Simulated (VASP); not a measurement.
# SbPd in VASP: notebook

The runs below take SbPd through single point, with PBE.

Program: VASP 6.6.1. These are calculated values, not measurements. Logs are shortened: lines on timing, memory, paths and dates and some standing lists are left out, and cuts for length are marked.

### 1 The sheet as given

The cell holds a sheet with vacuum, 2 atoms: a = 3.730 Å, b = 3.730 Å, c = 23.800 Å, α = 90.00°, β = 90.00°, γ = 90.00°.

The cell was built by a generator and needn't be a form met in nature.

### 2 Single point, PBE

File INCAR:

```
PREC = Accurate
ENCUT = 520
EDIFF = 1E-6
ISMEAR = 0
SIGMA = 0.1
LREAL = False
LASPH = True
NELM = 100
ALGO = Fast
ISIF = 2
LWAVE = False
LCHARG = False
LDIPOL = True
IDIPOL = 3
DIPOL = 0.5 0.5 0.294
GGA = PE
NBANDS = 14
```

File KPOINTS:

```
regular mesh
0
Gamma
  4 4 1
```

File POSCAR:

```
SbPd
1.0
    3.7304137010      0.0000000000      0.0000000000
    0.0000000000      3.7304137010      0.0000000000
    0.0000000000      0.0000000000     23.8000000000
Sb Pd
1 1
Direct
    0.0000000000      0.0000000000      0.2941176471
    0.5000000000      0.5000000000      0.2941176471
```

Potentials or basis: VASP PAW PBE potentials, release 64 (Sb, Pd).

The run is started by

```console
$ cat potpaw_PBE.64/Sb/POTCAR potpaw_PBE.64/Pd/POTCAR > POTCAR
$ mpirun -np 1 vasp_std > vasp.out
```

OUTCAR:

```text
PREC = Accurate
   ENCUT = 520
   EDIFF = 1E-6
   ISMEAR = 0
   LREAL = False
   LASPH = True
   NELM = 100
   ISIF = 2
   GGA = PE

 ion  position               nearest neighbor table
   1  0.000  0.000  0.294-   2 2.64   2 2.64   2 2.64   2 2.64
   2  0.500  0.500  0.294-   1 2.64   1 2.64   1 2.64   1 2.64

  LATTYP: Found a simple tetragonal cell.
 ALAT       =     3.7304137010
 C/A-ratio  =     6.3799894349

  Lattice vectors:

 A1 = (   3.7304137010,   0.0000000000,   0.0000000000)
 A2 = (   0.0000000000,   3.7304137010,   0.0000000000)
 A3 = (   0.0000000000,   0.0000000000,  23.8000000000)

Analysis of symmetry for initial positions (statically):
=====================================================================
 Subroutine PRICEL returns:
 Original cell was already a primitive cell.

 Routine SETGRP: Setting up the symmetry group for a
 simple tetragonal supercell.

 Subroutine GETGRP returns: Found 16 space group operations
 (whereof  8 operations were pure point group operations)
 out of a pool of 16 trial point group operations.

The static configuration has the point symmetry C_4v.
 The point group associated with its full space group is D_4h.

Analysis of symmetry for dynamics (positions and initial velocities):
=====================================================================
 Subroutine PRICEL returns:
 Original cell was already a primitive cell.

 Routine SETGRP: Setting up the symmetry group for a
 simple tetragonal supercell.

 Subroutine GETGRP returns: Found 16 space group operations
 (whereof  8 operations were pure point group operations)
 out of a pool of 16 trial point group operations.

The dynamic configuration has the point symmetry C_4v.
 The point group associated with its full space group is D_4h.

 Subroutine INISYM returns: Found 16 space group operations
 (whereof  8 operations are pure point group operations),
 and found     1 'primitive' translations

----------------------------------------------------------------------------------------

                                     Primitive cell

  volume of cell :     331.2005

  direct lattice vectors                    reciprocal lattice vectors
     3.730413701  0.000000000  0.000000000     0.268066783  0.000000000  0.000000000
     0.000000000  3.730413701  0.000000000     0.000000000  0.268066783  0.000000000
     0.000000000  0.000000000 23.800000000     0.000000000  0.000000000  0.042016807

  length of vectors
     3.730413701  3.730413701 23.800000000     0.268066783  0.268066783  0.042016807

  position of ions in fractional coordinates (direct lattice)
     0.000000000  0.000000000  0.294117647
     0.500000000  0.500000000  0.294117647

  ion indices of the primitive-cell ions
   primitive index   ion index
                 1           1
                 2           2

----------------------------------------------------------------------------------------

 KPOINTS: regular mesh

Automatic generation of k-mesh.
 Grid dimensions read from file:
 generate k-points for:    4    4    1

 Generating k-lattice:

  Cartesian coordinates                     Fractional coordinates (reciprocal lattice)
     0.067016696  0.000000000  0.000000000     0.250000000  0.000000000  0.000000000
     0.000000000  0.067016696  0.000000000     0.000000000  0.250000000  0.000000000
     0.000000000  0.000000000  0.042016807     0.000000000  0.000000000  1.000000000

  Length of vectors
     0.067016696  0.067016696  0.042016807

  Shift w.r.t. Gamma in fractional coordinates (k-lattice)
     0.000000000  0.000000000  0.000000000

 Subroutine IBZKPT returns following result:
 ===========================================

 Found      6 irreducible k-points:

 Following reciprocal coordinates:
            Coordinates               Weight
  0.000000  0.000000  0.000000      1.000000
  0.250000  0.000000  0.000000      4.000000
  0.500000  0.000000  0.000000      2.000000
  0.250000  0.250000  0.000000      4.000000
  0.500000  0.250000  0.000000      4.000000
  0.500000  0.500000  0.000000      1.000000
   k-points           NKPTS =      6   k-points in BZ     NKDIM =      6   number of bands    NBANDS=     14
   number of dos      NEDOS =    301   number of ions     NIONS =      2
   total plane-waves  NPLWV = 141120
   dimension x,y,z NGX =    28 NGY =   28 NGZ =  180
   dimension x,y,z NGXF=    56 NGYF=   56 NGZF=  360
   ions per type =               1   1
   NGX,Y,Z   is equivalent  to a cutoff of  12.48, 12.48, 12.57 a.u.
   NGXF,Y,Z  is equivalent  to a cutoff of  24.96, 24.96, 25.15 a.u.
 SYSTEM =  unknown system
   PREC   = accura    normal or accurate (medium, high low for compatibility)
   ISTART =      0    job   : 0-new  1-cont  2-samecut
   ICHARG =      2    charge: 1-file 2-atom 10-const
   ISPIN  =      1    spin polarized calculation?
   LNONCOLLINEAR =      F non collinear calculations
   LSORBIT =      F    spin-orbit coupling
   LASPH  =      T    aspherical Exc in radial PAW
   ENCUT  =  520.0 eV  38.22 Ry    6.18 a.u.   6.94  6.94 44.25*2*pi/ulx,y,z
   NELM   =    100;   NELMIN=  2; NELMDL= -5     # of ELM steps
   EDIFF  = 0.1E-05   stopping-criterion for ELM
   LREAL  =      F    real-space projection
   EDIFFG = 0.1E-04   stopping-criterion for IOM
   NSW    =      0    number of steps for IOM
   IBRION =     -1    ionic relax: 0-MD 1-quasi-New 2-CG
   NFREE  =      0    steps in history (QN), initial steepest desc. (CG)
   ISIF   =      2    stress and relaxation
   ISYM   =      2    0-nonsym 1-usesym 2-fastsym
   POTIM  = 0.5000    time-step for ionic-motion
   TEBEG  =    0.0;   TEEND  =   0.0 temperature during run
   PSTRESS=    0.0 pullay stress
   NELECT =      15.0000    total number of electrons
   NUPDOWN=      -1.0000    fix difference up-down
   EMIN   =  10.00;   EMAX   =-10.00  energy-range for DOS
   EFERMI =   0.00;   METHOD = LEGACY
   ISMEAR =     0;   SIGMA  =   0.10  broadening in eV -4-tet -1-fermi 0-gaus
   EFERMI_NEDOS =   21; number of points for ismear=-14 and -15
   IALGO  =     68    algorithm
   IMIX   =      4    mixing-type and parameters
     AMIX     =   0.40;   BMIX     =  1.00
     AMIX_MAG =   1.60;   BMIX_MAG =  1.00
  volume/ion in A,a.u.               =     165.60      1117.53
  Fermi-wavevector in a.u.,A,eV,Ry     =   0.583546  1.102742  4.633133  0.340526
  Thomas-Fermi vector in A             =   1.628889
   LORBIT       =      0    0 simple, 1 ext, 2 COOP (PROOUT), +10 PAW based schemes
   GGA     = PE    functional components
   LHFCALC =     F    Hartree Fock is set to
   AEXX    =    0.0000 exact exchange contribution
   IVDW    =     0    specifies the selected vdW correction
   LEPSILON=     F    determine dielectric tensor
   LRPA    =     F    only Hartree local field effects (RPA)
 non-spin polarized calculation
 RMM-DIIS sequential band-by-band and
 Gauss-broadening in eV      SIGMA  =   0.10
  energy-cutoff  :      520.00
  volume of cell :      331.20
 maximum number of plane-waves:      8964
 NGX is ok and might be reduce to    28
   NGX = 13   NGY = 13   NGZ = 89

 dipolmoment           0.000000      0.000000     -0.000000 electrons x Angstroem

 number of electron      14.9999993 magnetization

 dipolmoment           0.000000      0.000000      0.000002 electrons x Angstroem

 Free energy of the ion-electron system (eV)
  ---------------------------------------------------
  ext. energy  EPLUGINS =         0.00000000
  ---------------------------------------------------
  free energy    TOTEN  =        -8.68441661 eV

  energy without entropy =       -8.65763912  energy(sigma->0) =       -8.67102786

 E-fermi :  -3.1102     XC(G=0):  -2.0422

 val. band max:       -3.5064076151   @ k =   0.2500   0.2500   0.0000
 cond. band min:      -3.0912844113   @ k =   0.2500   0.2500   0.0000
 fundamental gap:      0.4151232037
 Fermi energy:        -3.1101969705

 k-point     1 :       0.0000    0.0000    0.0000
  band No.  band energies     occupation
      1     -13.6486      2.00000
      2      -6.6039      2.00000
      3      -6.0218      2.00000
      4      -5.3078      2.00000
      5      -5.3078      2.00000
      6      -5.1398      2.00000
      7      -5.0925      2.00000
      8      -2.3888      0.00000
      9      -2.3888      0.00000
     10       0.7189      0.00000
     11       1.4418      0.00000
     12       1.7463      0.00000
     13       1.9834      0.00000
     14       2.4434      0.00000

 k-point     2 :       0.2500    0.0000    0.0000
  band No.  band energies     occupation
      1     -13.0490      2.00000
      2      -7.0931      2.00000
      3      -6.8609      2.00000
      4      -6.1279      2.00000
      5      -5.3242      2.00000
      6      -5.2950      2.00000
      7      -4.2301      2.00000
      8      -3.6746      2.00000
      9      -0.5604      0.00000
     10       1.4748      0.00000
     11       1.8552      0.00000
     12       2.4973      0.00000
     13       2.6632      0.00000
     14       3.4667      0.00000

 k-point     3 :       0.5000    0.0000    0.0000
  band No.  band energies     occupation
      1     -12.1083      2.00000
      2      -8.5948      2.00000
      3      -7.4147      2.00000
      4      -6.4448      2.00000
      5      -5.3565      2.00000
      6      -5.2821      2.00000
      7      -4.5231      2.00000
      8      -2.1370      0.00000
      9       0.0521      0.00000
     10       1.8595      0.00000
     11       2.9186      0.00000
     12       3.5100      0.00000
     13       3.6849      0.00000
     14       4.0944      0.00000

 k-point     4 :       0.2500    0.2500    0.0000
  band No.  band energies     occupation
      1     -12.6312      2.00000
      2      -7.6298      2.00000
      3      -6.6626      2.00000
      4      -6.0591      2.00000
      5      -5.5012      2.00000
      6      -5.0912      2.00000
      7      -3.5064      2.00000
      8      -3.0913      0.78911
      9      -3.0840      0.71089
     10       1.8429      0.00000
     11       2.0773      0.00000
     12       3.1367      0.00000
     13       3.1600      0.00000
     14       3.5389      0.00000

 k-point     5 :       0.5000    0.2500    0.0000
  band No.  band energies     occupation
      1     -12.1186      2.00000
      2      -7.7360      2.00000
      3      -6.9137      2.00000
      4      -6.1113      2.00000
      5      -5.4989      2.00000
      6      -5.2823      2.00000
      7      -4.5601      2.00000
      8      -2.3841      0.00000
      9      -1.6695      0.00000
     10       0.7810      0.00000
     11       0.9771      0.00000
     12       3.6369      0.00000
     13       4.3896      0.00000
     14       4.4099      0.00000

 k-point     6 :       0.5000    0.5000    0.0000
  band No.  band energies     occupation
      1     -12.1256      2.00000
      2      -6.0045      2.00000
      3      -6.0045      2.00000
      4      -5.6888      2.00000
      5      -5.6888      2.00000
      6      -5.2620      2.00000
      7      -5.1526      2.00000
      8      -3.8407      2.00000
      9      -2.7422      0.00000
     10      -1.6867      0.00000
     11       2.8839      0.00000
     12       3.9831      0.00000
     13       3.9831      0.00000
     14       5.4952      0.00000

------------------------ aborting loop because EDIFF is reached ----------------------------------------

 vacuum level on the upper side and lower side of the slab       (xc-potential included)        -0.007        -0.007

  FORCE on cell =-STRESS in cart. coord.  units (eV):
  Direction    XX          YY          ZZ          XY          YZ          ZX
  --------------------------------------------------------------------------------------
  -------------------------------------------------------------------------------------
  Total       -0.1185098     -0.1185098     -0.0093067      0.0000000      0.0000000      0.0000000
  in kB       -0.5732893     -0.5732893     -0.0450211      0.0000000      0.0000000      0.0000000
  external PRESSURE =      -0.3971999 kB  Pullay stress =       0.0000000 kB

 VOLUME and BASIS-vectors are now :
 -----------------------------------------------------------------------------
  energy-cutoff  :      520.00
  volume of cell :      331.20
      direct lattice vectors                 reciprocal lattice vectors
     3.730413701  0.000000000  0.000000000     0.268066783  0.000000000  0.000000000
     0.000000000  3.730413701  0.000000000     0.000000000  0.268066783  0.000000000
     0.000000000  0.000000000 23.800000000     0.000000000  0.000000000  0.042016807

 POSITION                                       TOTAL-FORCE (eV/Angst)
 -----------------------------------------------------------------------------------
      0.00000      0.00000      7.00000         0.000000      0.000000     -0.000000
      1.86521      1.86521      7.00000         0.000000     -0.000000      0.000000
 -----------------------------------------------------------------------------------
    total drift:                                0.000000      0.000000     -0.000017

  FREE ENERGIE OF THE ION-ELECTRON SYSTEM (eV)
  ---------------------------------------------------
  free  energy   TOTEN  =        -8.6844166091 eV

  energy  without entropy=       -8.6576391168  energy(sigma->0) =       -8.67102786

 vacuum level on the upper side and lower side of the slab         1.723         1.722
```

Run time: 31 s. Hardware: 1 thread of Intel Xeon 6975P-C (Granite Rapids), shared host; peak memory 0.36 GiB.

What came out:

| Item | Value |
| --- | --- |
| Free energy | -8.6844 eV |
| Band gap on the k mesh | none (metal or under the smearing width) |

Caveat: the k mesh is coarse (spacing up to 0.42 Å⁻¹), so the values aren't converged. Spin-orbit coupling is left out, which matters for the levels of Sb.

### 3 Single point, PBE

This run uses another cell than the first one, of 136.69 Å³/atom, 0.825 times its volume.

File INCAR:

```
SYSTEM = SbPd
PREC     = Accurate       ! precision mode
ENCUT    = 520            ! plane-wave cutoff, eV
EDIFF    = 1E-6           ! SCF threshold, eV
ISMEAR   = 0              ! smearing method
SIGMA    = 0.1            ! smearing width, eV
LREAL    = .False.        ! projectors in reciprocal space
LASPH    = .True.         ! aspherical terms in the spheres
NELM     = 100            ! most SCF steps
ALGO     = Normal         ! electronic algorithm
ISIF     = 2              ! what is computed and relaxed
LWAVE    = .False.        ! write WAVECAR
LCHARG   = .False.        ! write CHGCAR
LDIPOL   = .True.       
IDIPOL   = 3            
DIPOL    = 0.5 0.5 0.500
GGA      = PE             ! functional
NBANDS   = 14             ! bands
```

File KPOINTS:

```
Automatic mesh
0
Gamma
  4 4 1
  0 0 0
```

File POSCAR:

```
SbPd
1.0
    4.4189270000      0.0000000000      0.0000000000
    0.0000000000      4.4189270000      0.0000000000
    0.0000000000      0.0000000000     14.0000000000
Sb Pd
1 1
Direct
    0.0000000000      0.0000000000      0.5000000000
    0.5000000000      0.5000000000      0.5000000000
```

Potentials or basis: VASP PAW PBE potentials, release 64 (Sb, Pd).

The run is started by

```console
$ cat potpaw_PBE.64/Sb/POTCAR potpaw_PBE.64/Pd/POTCAR > POTCAR
$ mpirun -np 1 vasp_std > vasp.out
```

It took 28 s on 1 thread of Intel Xeon 6975P-C (Granite Rapids), shared host; peak memory 0.35 GiB.

Results (log left out):

```
Free energy            : -7.0176 eV
Band gap on the k mesh : none (metal or under the smearing width)
```

Levels at points of the mesh, in eV from the Fermi level:
| k point | band 4 | band 5 | band 6 | band 7 | band 8 | band 9 | band 10 | band 11 |
| --- | --- | --- | --- | --- | --- | --- | --- | --- |
| (0.00, 0.00, 0.00) | -1.00 | -1.00 | -0.88 | -0.74 | 0.42 | 0.42 | 2.06 | 4.50 |
| (0.50, 0.00, 0.00) | -1.54 | -1.02 | -0.98 | -0.56 | 0.53 | 2.51 | 3.86 | 5.04 |
| (0.50, 0.50, 0.00) | -1.13 | -1.13 | -0.99 | -0.92 | -0.82 | 0.24 | 1.36 | 5.73 |

The run has no spin-orbit coupling, so splittings on Sb are missing.
